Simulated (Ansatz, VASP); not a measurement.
# Cross-check of TaN between VASP and Ansatz, part 2 of 2

Wanted: the spread between two codes on one cell, functional and k mesh. The cell is taken from a series of runs on this material, whose earlier steps may have relaxed, scaled, displaced or heated it; both programs get it as it stands.

VASP 6.6.1 and Ansatz 0.2.0.

So far: The structure; Ansatz: zone-centre phonons, LDA.

### Step 3. VASP: zone-centre phonons, LDA

Level of this step: LDA; plane waves and PAW (N, Ta_pv) (VASP).

The same cell, functional (in two slightly different forms), mesh and smearing now go to VASP, with its own data sets.

Lines of VASP's logs that name or quote its potential files are left out, and so is its time.

Contents of INCAR:

```
SYSTEM = TaN
PREC = Accurate
ENCUT = 600
EDIFF = 1E-08
NELM = 120
ISMEAR = 1
SIGMA = 0.2
LREAL = .FALSE.
ALGO = Normal
GGA = PW92
NBANDS = 14
LASPH = .TRUE.
LORBIT = 11
LWAVE = .FALSE.
LCHARG = .FALSE.
ISIF = 2
IBRION = 8
GGA_COMPAT = .FALSE.
KPAR = 2
```

Contents of POSCAR:

```
TaN
1.0
    2.8866960740      0.0000000000      0.0000000000
   -1.4433480370      2.4999521331      0.0000000000
    0.0000000000      0.0000000000      2.9657624818
N Ta
1 1
Direct
    0.6666666660      0.3333333340      0.0000000000
    0.0000000007      0.9999999993      0.5000000000
```

Contents of KPOINTS:

```
Automatic mesh
0
Gamma
18 18 16
0 0 0
```

Potentials, in the order of the species: N and Ta_pv (LDA family, release 64).

On the command line:

```sh
$ mpirun -np 2 vasp_std
```

Numbers of over 12 decimals in the logs are rounded to 6 here.

What it wrote:

```text
[banner, memory and clock lines left out]
running    2 mpi-ranks, on    1 nodes
 distrk:  each k-point on    1 cores,    2 groups
 distr:  one band on    1 cores,    1 groups

 POSCAR found type information on POSCAR N Ta
 POSCAR found :  2 types and       2 ions
|                                                                             |
|               ----> ADVICE to this user running VASP <----                  |
|                                                                             |
|     You enforced a specific xc type in the INCAR file but a different       |
|     [... a line on the potential file left out ...]
|     I HOPE YOU KNOW WHAT YOU ARE DOING!                                     |
|                                                                             |

 LDA part: xc-table for (Slater(with rela. corr.)+PW92), standard interpolation
 POSCAR, INCAR and KPOINTS ok, starting setup
 FFT: planning ... GRIDC
 FFT: planning ... GRID_SOFT
 FFT: planning ... GRID
 WAVECAR not read
 entering main loop
       N       E                     dE             d eps       ncg     rms          rms(c)
DAV:   1     0.100236033237E+03    0.10024E+03   -0.98113E+03  9340   0.133E+03
DAV:   2    -0.238416241319E+02   -0.12408E+03   -0.11750E+03 11364   0.332E+02
DAV:   3    -0.272013919894E+02   -0.33598E+01   -0.33403E+01 10704   0.515E+01
DAV:   4    -0.272170173020E+02   -0.15625E-01   -0.15623E-01 11202   0.388E+00
DAV:   5    -0.272171263886E+02   -0.10909E-03   -0.10909E-03 10932   0.306E-01    0.234E+01
DAV:   6    -0.248301920411E+02    0.23869E+01   -0.47381E+00 10248   0.252E+01    0.986E+00
DAV:   7    -0.246916509610E+02    0.13854E+00   -0.40724E-01 12402   0.612E+00    0.685E+00
DAV:   8    -0.246528998758E+02    0.38751E-01   -0.15507E-01 12228   0.358E+00    0.120E+00
DAV:   9    -0.246487873300E+02    0.41125E-02   -0.10075E-02 10068   0.873E-01    0.176E-01
DAV:  10    -0.246485579608E+02    0.22937E-03   -0.72994E-04 12126   0.307E-01    0.790E-02
DAV:  11    -0.246485422370E+02    0.15724E-04   -0.29115E-05 10308   0.580E-02    0.130E-02
DAV:  12    -0.246485422452E+02   -0.81945E-08   -0.17578E-06 12060   0.133E-02    0.208E-03
DAV:  13    -0.246485422279E+02    0.17320E-07   -0.69409E-08 10758   0.244E-03    0.934E-04
DAV:  14    -0.246485422244E+02    0.35457E-08   -0.95022E-09  8160   0.965E-04
   1 F= -.24648542E+02 E0= -.24648613E+02  d E =0.212636E-03
 Linear response reoptimize wavefunctions to high precision
DAV:   1    -0.246485422242E+02    0.16939E-09   -0.44919E-10  8292   0.221E-04
DAV:   2    -0.246485422242E+02   -0.75033E-11   -0.36778E-11  6618   0.634E-05
 Linear response DOF=           4
 Linear response progress:
  Degree of freedom:   1/  4
       N       E                     dE             d eps       ncg     rms          rms(c)
RMM:   1    -0.229526348182E+00   -0.22953E+00    0.97076E-02 92743   0.281E+00
RMM:   2    -0.223100196321E+00    0.64262E-02   -0.36715E-03 70139   0.465E-01    0.167E-01
RMM:   3    -0.223973656638E+00   -0.87346E-03   -0.60817E-04 67473   0.159E-01    0.909E-02
RMM:   4    -0.225200337108E+00   -0.12267E-02   -0.31167E-04 67952   0.111E-01    0.241E-02
RMM:   5    -0.225268010245E+00   -0.67673E-04   -0.11162E-05 77732   0.237E-02    0.194E-03
RMM:   6    -0.225268147490E+00   -0.13724E-06   -0.12205E-06 77930   0.494E-03    0.637E-04
RMM:   7    -0.225262120439E+00    0.60271E-05   -0.14573E-07 78535   0.147E-03    0.258E-04
RMM:   8    -0.225263929605E+00   -0.18092E-05   -0.13332E-07 78563   0.452E-04    0.905E-05
RMM:   9    -0.225263194750E+00    0.73485E-06   -0.84892E-08 76643   0.162E-04    0.196E-05
RMM:  10    -0.225263135841E+00    0.58910E-07    0.11548E-08 84446   0.559E-05    0.137E-05
RMM:  11    -0.225263194387E+00   -0.58547E-07   -0.95734E-09 79366   0.234E-05    0.255E-06
RMM:  12    -0.225263220361E+00   -0.25974E-07   -0.48102E-09 76566   0.127E-05    0.431E-06
RMM:  13    -0.225263220049E+00    0.31210E-09   -0.11103E-09 50831   0.928E-06    0.245E-06
 first order change of Fermi-energy   0.32195E-04
 force on displaced ion       1 direction 1 : -12.437   0.001   0.000
 Linear response progress:
  Degree of freedom:   2/  4
       N       E                     dE             d eps       ncg     rms          rms(c)
RMM:   1    -0.234400287376E+00   -0.23440E+00    0.16426E-01 31628   0.294E+00
RMM:   2    -0.229783806710E+00    0.46165E-02   -0.41055E-03 25138   0.488E-01    0.158E-01
RMM:   3    -0.230504938760E+00   -0.72113E-03   -0.11608E-03 24074   0.199E-01    0.800E-02
RMM:   4    -0.231703554653E+00   -0.11986E-02   -0.51102E-04 24666   0.129E-01    0.228E-02
RMM:   5    -0.231830031657E+00   -0.12648E-03   -0.19953E-05 26159   0.341E-02    0.410E-03
RMM:   6    -0.231835922617E+00   -0.58910E-05   -0.14648E-06 26714   0.834E-03    0.101E-03
RMM:   7    -0.231826361203E+00    0.95614E-05   -0.15244E-07 25451   0.242E-03    0.315E-04
RMM:   8    -0.231827403732E+00   -0.10425E-05   -0.29485E-08 28748   0.718E-04    0.137E-04
RMM:   9    -0.231828498806E+00   -0.10951E-05   -0.14867E-09 26849   0.220E-04    0.252E-05
RMM:  10    -0.231828359176E+00    0.13963E-06    0.51982E-09 27853   0.667E-05    0.668E-06
RMM:  11    -0.231828357227E+00    0.19494E-08   -0.14986E-09 28185   0.237E-05    0.141E-06
 first order change of Fermi-energy  -0.64122E-05
 force on displaced ion       1 direction 3 :  -0.000   0.000 -11.953
 Linear response progress:
  Degree of freedom:   3/  4
       N       E                     dE             d eps       ncg     rms          rms(c)
RMM:   1    -0.128602727459E+00   -0.12860E+00    0.11682E+01 42104   0.248E+01
RMM:   2    -0.157486161616E+00   -0.28883E-01   -0.26168E-02 63893   0.147E+00    0.174E-01
RMM:   3    -0.156149922606E+00    0.13362E-02   -0.27050E-03 73458   0.345E-01    0.942E-02
RMM:   4    -0.155300412577E+00    0.84951E-03   -0.30691E-04 81866   0.126E-01    0.373E-02
RMM:   5    -0.154982730020E+00    0.31768E-03   -0.54798E-05 83539   0.330E-02    0.637E-03
RMM:   6    -0.154993248538E+00   -0.10519E-04   -0.72579E-05 79338   0.126E-02    0.136E-03
RMM:   7    -0.154992622071E+00    0.62647E-06   -0.39531E-05 87375   0.398E-03    0.413E-04
RMM:   8    -0.154995342701E+00   -0.27206E-05   -0.24493E-05 93039   0.151E-03    0.153E-04
RMM:   9    -0.154996311583E+00   -0.96888E-06   -0.12364E-05 82003   0.609E-04    0.491E-05
RMM:  10    -0.154996713147E+00   -0.40156E-06   -0.64023E-06 88316   0.292E-04    0.208E-05
RMM:  11    -0.154996893717E+00   -0.18057E-06   -0.30011E-06 88626   0.146E-04    0.764E-06
RMM:  12    -0.154996872498E+00    0.21219E-07   -0.17837E-06 81465   0.781E-05    0.304E-06
RMM:  13    -0.154996879273E+00   -0.67749E-08   -0.93895E-07 88035   0.423E-05    0.257E-06
RMM:  14    -0.154996912234E+00   -0.32961E-07   -0.58228E-07 80293   0.271E-05    0.134E-06
RMM:  15    -0.154996918482E+00   -0.62485E-08   -0.28720E-07 77099   0.179E-05    0.194E-07
RMM:  16    -0.154996923356E+00   -0.48738E-08   -0.18571E-07 44224   0.127E-05    0.148E-07
RMM:  17    -0.154996923333E+00    0.22854E-10   -0.93456E-08 41928   0.101E-05    0.168E-07
 first order change of Fermi-energy  -0.64482E-04
 force on displaced ion       2 direction 1 : -12.436   0.000   0.000
 Linear response progress:
  Degree of freedom:   4/  4
       N       E                     dE             d eps       ncg     rms          rms(c)
RMM:   1    -0.158161429518E+00   -0.15816E+00    0.97245E+00 14935   0.239E+01
RMM:   2    -0.186691179759E+00   -0.28530E-01   -0.29560E-02 21952   0.152E+00    0.132E-01
RMM:   3    -0.186221260788E+00    0.46992E-03   -0.21814E-03 26083   0.298E-01    0.711E-02
RMM:   4    -0.185835280475E+00    0.38598E-03   -0.17610E-04 27390   0.900E-02    0.214E-02
RMM:   5    -0.185732904895E+00    0.10238E-03   -0.39051E-05 28686   0.253E-02    0.658E-03
RMM:   6    -0.185706853125E+00    0.26052E-04   -0.39922E-05 27219   0.989E-03    0.563E-04
RMM:   7    -0.185708838354E+00   -0.19852E-05   -0.31461E-05 30458   0.306E-03    0.349E-04
RMM:   8    -0.185711888480E+00   -0.30501E-05   -0.19652E-05 27980   0.127E-03    0.939E-05
RMM:   9    -0.185712624518E+00   -0.73604E-06   -0.10655E-05 30748   0.563E-04    0.369E-05
RMM:  10    -0.185712722718E+00   -0.98201E-07   -0.61620E-06 29217   0.285E-04    0.137E-05
RMM:  11    -0.185712893951E+00   -0.17123E-06   -0.37057E-06 28028   0.165E-04    0.897E-06
RMM:  12    -0.185713030461E+00   -0.13651E-06   -0.21585E-06 27549   0.108E-04    0.167E-06
RMM:  13    -0.185713021047E+00    0.94143E-08   -0.13128E-06 31258   0.592E-05    0.235E-06
RMM:  14    -0.185713079252E+00   -0.58205E-07   -0.80266E-07 27261   0.429E-05    0.841E-07
RMM:  15    -0.185713058506E+00    0.20746E-07   -0.48945E-07 25487   0.268E-05    0.129E-06
RMM:  16    -0.185713069234E+00   -0.10728E-07   -0.31941E-07 25012   0.186E-05    0.937E-07
RMM:  17    -0.185713080502E+00   -0.11268E-07   -0.19284E-07 25977   0.146E-05    0.433E-07
RMM:  18    -0.185713090308E+00   -0.98066E-08   -0.12586E-07 24971   0.117E-05    0.786E-08
 first order change of Fermi-energy  -0.12741E-02
 force on displaced ion       2 direction 3 :   0.000  -0.000 -11.951
 Linear response finished
```

OUTCAR, selected parts (step 3):

```text
ion  position               nearest neighbor table
   1  0.667  0.333  0.000-   2 2.23   2 2.23   2 2.23   2 2.23   2 2.23   2 2.23
   2  0.000  1.000  0.500-   1 2.23   1 2.23   1 2.23   1 2.23   1 2.23   1 2.23

  LATTYP: Found a hexagonal cell.
 ALAT       =     2.8866960740
 C/A-ratio  =     1.0273899315

 Subroutine GETGRP returns: Found 12 space group operations
 (whereof 12 operations were pure point group operations)

The static configuration has the point symmetry D_3h.

 Found    333 irreducible k-points:

   k-points           NKPTS =    333   k-points in BZ     NKDIM =    333   number of bands    NBANDS=     14

   dimension x,y,z NGX =    24 NGY =   24 NGZ =   24
   dimension x,y,z NGXF=    48 NGYF=   48 NGZF=   48

   ENCUT  =  600.0 eV  44.10 Ry    6.64 a.u.   5.77  5.77  5.92*2*pi/ulx,y,z

   NELECT =      16.0000    total number of electrons

 k-points in reciprocal lattice and weights: Automatic mesh
   0.00000000  0.00000000  0.00000000       0.000
   0.05555556  0.00000000  0.00000000       0.001
   0.11111111  0.00000000  0.00000000       0.001
   0.16666667 -0.00000000  0.00000000       0.001
   0.22222222 -0.00000000  0.00000000       0.001
   0.27777778  0.00000000  0.00000000       0.001
   0.33333333 -0.00000000  0.00000000       0.001
   0.38888889 -0.00000000  0.00000000       0.001
   0.44444444 -0.00000000  0.00000000       0.001
[...]
0.33333333  0.27777778  0.50000000       0.002
   0.33333333  0.33333333  0.50000000       0.000

 average (electrostatic) potential at core
       1 -61.2594       2 -35.4346

  Total        0.1811460      0.1811460     -3.8509860      0.0000000      0.0000000      0.0000000
  in kB       13.5603298     13.5603298   -288.2792633      0.0000000      0.0000000      0.0000000
  external PRESSURE =     -87.0528679 kB  Pullay stress =       0.0000000 kB

  energy-cutoff  :      600.00
  volume of cell :       21.40
      direct lattice vectors                 reciprocal lattice vectors
     2.886696074  0.000000000  0.000000000     0.346416794  0.200003829  0.000000000
    -1.443348037  2.499952133  0.000000000     0.000000000  0.400007659  0.000000000
     0.000000000  0.000000000  2.965762482     0.000000000  0.000000000  0.337181418

 POSITION                                       TOTAL-FORCE (eV/Angst)
 -----------------------------------------------------------------------------------
      1.44335      0.83332      0.00000        -0.000000     -0.000000      0.000000
     -1.44335      2.49995      1.48288         0.000000      0.000000      0.000000
 -----------------------------------------------------------------------------------
    total drift:                                0.000001     -0.000001     -0.000000

 Eigenvectors and eigenvalues of the dynamical matrix
 ----------------------------------------------------

   1 f  =   15.293753 THz    96.093481 2PiTHz  510.144673 cm-1    63.249850 meV
             X         Y         Z           dx          dy          dz
      1.443348  0.833317  0.000000     0.000000    0.963424   -0.000000
     -1.443348  2.499952  1.482881     0.000000   -0.267983    0.000000

   2 f  =   15.293753 THz    96.093481 2PiTHz  510.144673 cm-1    63.249850 meV
             X         Y         Z           dx          dy          dz
      1.443348  0.833317  0.000000     0.963424   -0.000000   -0.000000
     -1.443348  2.499952  1.482881    -0.267983    0.000000    0.000000

   3 f  =   14.993295 THz    94.205650 2PiTHz  500.122483 cm-1    62.007257 meV
             X         Y         Z           dx          dy          dz
      1.443348  0.833317  0.000000     0.000000    0.000000    0.963429
     -1.443348  2.499952  1.482881     0.000000    0.000000   -0.267965

   4 f/i=    0.000118 THz     0.000744 2PiTHz    0.003948 cm-1     0.000489 meV
             X         Y         Z           dx          dy          dz
      1.443348  0.833317  0.000000     0.108671    0.244960    0.000000
     -1.443348  2.499952  1.482881     0.390684    0.880654    0.000000

   5 f/i=    0.000118 THz     0.000744 2PiTHz    0.003948 cm-1     0.000489 meV
             X         Y         Z           dx          dy          dz
      1.443348  0.833317  0.000000    -0.244960    0.108671    0.000000
     -1.443348  2.499952  1.482881    -0.880654    0.390684    0.000000

   6 f/i=    0.000391 THz     0.002456 2PiTHz    0.013040 cm-1     0.001617 meV
             X         Y         Z           dx          dy          dz
      1.443348  0.833317  0.000000     0.000000   -0.000000    0.267965
     -1.443348  2.499952  1.482881     0.000000   -0.000000    0.963429

 ELASTIC MODULI CONTR FROM IONIC RELAXATION (kBar)
 Direction    XX          YY          ZZ          XY          YZ          ZX
 --------------------------------------------------------------------------------
 XX          -0.1203      0.1203      0.0000     -0.0000      0.0000      0.0000
 YY           0.1203     -0.1203      0.0000      0.0000      0.0000      0.0000
 ZZ           0.0000      0.0000      0.0000      0.0000      0.0000      0.0000
 XY          -0.0000      0.0000      0.0000     -0.1203      0.0000      0.0000
 YZ           0.0000      0.0000      0.0000      0.0000      0.0000      0.0000
 ZX           0.0000      0.0000      0.0000      0.0000      0.0000      0.0000
 --------------------------------------------------------------------------------
```

### Step 4. Differences

Known differences besides the potentials themselves: the data sets hold 18 valence electrons in Ansatz (on its PAW soft_1 files) and 16 in VASP; the cutoff is 420 eV in Ansatz and 600 eV in VASP; VASP's log shows a relativistic correction to its local exchange, Ansatz's none. Total energies have different zeros and are not compared.

The two programs side by side:

```
                  quantity  Ansatz   VASP  difference
     optical mode 1 (cm⁻¹)   496.4  500.1     -0.74 %
optical mode 2 to 3 (cm⁻¹)   506.8  510.1     -0.65 %
```

Modes are paired by rising frequency, not by their patterns, so a pair may set unlike modes beside each other; they are those without the splitting of longitudinal modes.

### Step 5. Summary of results

```
r.m.s. difference of the optical zone-centre modes, each program's sorted by frequency (zone-centre phonons, LDA) : 3.5 cm⁻¹
difference in optical mode 1 (zone-centre phonons, LDA)                                                           : -0.7 %
```

The r.m.s. difference of the optical zone-centre modes, each program's sorted by frequency is 3.5 cm⁻¹ (zone-centre phonons, LDA). The data sets hold unlike numbers of valence electrons (18 in Ansatz and 16 in VASP), so part of the differences comes from the potentials. Among the rows given in per cent, the largest difference of the zone-centre phonons, LDA pair is in optical mode 1, -0.7 %. Such differences can come from data sets, numerical settings and the points named under the comparisons, not from the functional's error against experiment.

[Lines on the potential files, build, host, timing and source positions are cut from VASP's logs without a mark.]

[Logs are printed without paths, hosts, clocks, repeated set-up lines and the standing remarks that a program may print on its own settings, such as how far it seeks lower states.]

[Hosts, paths, dates, database ids (printed as entryN), source tags and the programs' standing remarks are cut or masked in the printed files.]
